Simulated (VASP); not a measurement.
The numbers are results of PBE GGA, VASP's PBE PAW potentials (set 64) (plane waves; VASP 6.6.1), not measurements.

The input files of a VASP run:

File KPOINTS:
```
Automatic mesh
0
Gamma
13 13 12
0 0 0
```

**POSCAR**
```
WC
1
    1.4732680000    -2.5247090000     0.0000000000
    1.4732680000     2.5247090000     0.0000000000
    0.0000000000     0.0000000000     2.7993500000
W C
1 1
Direct
  0.0000000000   0.0000000000   0.0000000000
  0.3501850000   0.6835190000   0.5000000000
```

**INCAR**
```
! general
SYSTEM   =  WC
PREC     =  Low
ENCUT    =  520   ! plane-wave cut-off (eV)
LREAL    =  .False.   ! projection in real space or not
LASPH    =  .True.

! electronic loop
EDIFF    =  1E-6
NELM     =  100
ALGO     =  Normal
LMAXMIX  =  6   ! l cut-off of mixed one-centre charges

! smearing
ISMEAR   =  1   ! Methfessel-Paxton
SIGMA    =  0.1   ! width (eV)

! functional
GGA      =  PE   ! PBE

! ions
ISIF     =  2   ! forces and stress, cell fixed

! output
LWAVE    =  .False.
LCHARG   =  .False.
```

POTCAR, in this order: W_sv C (PBE.64 set). Program: vasp_std.

What VASP printed:

File OSZICAR:
```
       N       E                     dE             d eps       ncg     rms          rms(c)
DAV:   1     0.110455873320E+03    0.11046E+03   -0.98304E+03 15494   0.154E+03
DAV:   2    -0.214337897748E+02   -0.13189E+03   -0.12851E+03 17625   0.382E+02
DAV:   3    -0.254600798426E+02   -0.40263E+01   -0.39702E+01 19015   0.612E+01
DAV:   4    -0.254998625831E+02   -0.39783E-01   -0.39760E-01 16780   0.640E+00
DAV:   5    -0.255002008870E+02   -0.33830E-03   -0.33824E-03 18375   0.601E-01    0.325E+01
DAV:   6    -0.224972233730E+02    0.30030E+01   -0.96559E+00 17430   0.318E+01    0.866E+00
DAV:   7    -0.224376142469E+02    0.59609E-01   -0.40929E-01 16190   0.574E+00    0.615E+00
DAV:   8    -0.224120286289E+02    0.25586E-01   -0.68621E-02 17310   0.249E+00    0.907E-01
DAV:   9    -0.224108424371E+02    0.11862E-02   -0.39508E-03 16670   0.488E-01    0.138E-01
DAV:  10    -0.224107981290E+02    0.44308E-04   -0.25299E-04 18055   0.210E-01    0.754E-02
DAV:  11    -0.224107976353E+02    0.49366E-06   -0.15590E-05 17045   0.396E-02    0.112E-02
DAV:  12    -0.224107964851E+02    0.11502E-05   -0.47287E-06 16430   0.226E-02    0.303E-03
DAV:  13    -0.224107965301E+02   -0.44992E-07   -0.94164E-08  7940   0.345E-03
   1 F= -.22410797E+02 E0= -.22410852E+02  d E =0.165866E-03
```

**OUTCAR**
```
------------------------ aborting loop because EDIFF is reached ----------------------------------------
  FORCE on cell =-STRESS in cart. coord.  units (eV):
  Direction    XX          YY          ZZ          XY          YZ          ZX
  --------------------------------------------------------------------------------------
  Total       -0.1277937      0.4949941      2.2497747     -0.2869414      0.0000000      0.0000000
  in kB       -9.8319554     38.0829277    173.0889443    -22.0761579      0.0000000      0.0000000
  external PRESSURE =      67.1133056 kB  Pullay stress =       0.0000000 kB
  volume of cell :       20.82
      direct lattice vectors                 reciprocal lattice vectors
     1.473268000 -2.524709000  0.000000000     0.339381565 -0.198042626  0.000000000
     1.473268000  2.524709000  0.000000000     0.339381565  0.198042626  0.000000000
     0.000000000  0.000000000  2.799350000     0.000000000  0.000000000  0.357225785
 POSITION                                       TOTAL-FORCE (eV/Angst)
 -----------------------------------------------------------------------------------
      0.00000      0.00000      0.00000         0.773618      0.041733      0.000000
      1.52292      0.84157      1.39968        -0.773618     -0.041733      0.000000
 -----------------------------------------------------------------------------------
    total drift:                                0.001780      0.000168     -0.000011
  FREE ENERGIE OF THE ION-ELECTRON SYSTEM (eV)
  ---------------------------------------------------
  free  energy   TOTEN  =       -22.4107965301 eV

  energy  without entropy=      -22.4109623962  energy(sigma->0) =      -22.41085182
```
(Selected blocks of OUTCAR.)

The compound is WC in the wc structure. The cell was not relaxed at this level, atoms are displaced from their ideal sites. The run is one of a series of settings (PREC = Low against the base run), some of them coarse on purpose.
